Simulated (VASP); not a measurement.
Consider the following.

```yaml
crystal:
  lattice:
    - [0.00000, 2.71038, 2.71038]
    - [2.71038, 0.00000, 2.71038]
    - [2.71038, 2.71038, 0.00000]
  atoms:
    - { symbol: K, position: [0.00000, 0.00000, 0.00000] }
    - { symbol: F, position: [0.50000, 0.50000, 0.50000] }
```

Method: PBE GGA, VASP's PBE PAW potentials (set 64) (plane waves; VASP 6.6.1). Run with PREC = Normal, EDIFF = 1E-5, 450 eV cut-off, 9×9×9 Γ-centred mesh, Gaussian smearing of 0.050 eV, potentials K_sv F.

At this cut-off the stress carries a Pulay error, which pulls relaxed volumes low.

Task: Give the stress tensor in GPa (positive for a compressed cell).

Result: 
```
-1.08   0.00   0.00
 0.00  -1.08   0.00
 0.00   0.00  -1.08
```
The pressure is its mean diagonal, -1.08 GPa.

The compound is KF in the rock salt structure. It was relaxed first.
